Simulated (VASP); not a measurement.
Here is the system:

```
CELL_PARAMETERS angstrom
      0.00000     2.27381     2.27381
      2.27381     0.00000     2.27381
      2.27381     2.27381     0.00000
ATOMIC_POSITIONS crystal
  Ga 0.00000 0.00000 0.00000
  N  0.25000 0.25000 0.25000
```

These are PBE GGA, VASP's PBE PAW potentials (set 64) (plane waves; VASP) values and carry that method's errors. Settings: 620 eV cut-off, 10×10×10 Γ-centred mesh, Gaussian smearing of 0.050 eV, potentials Ga_d N.

Question: Estimate the energy per atom (σ→0), band gap (on the k-mesh) with the smallest direct gap where there is one.

Answer: 
```json
{
  "band gap (on the k-mesh)": "1.55 eV",
  "smallest direct gap (on the k-mesh)": "1.55 eV",
  "energy per atom (σ→0)": "-6.078 eV/atom"
}
```

Total energies compare only between runs with the same potentials, cut-off and functional.

The compound is GaN in the zinc blende structure, a metastable form; wurtzite is the usual one. It was relaxed first.
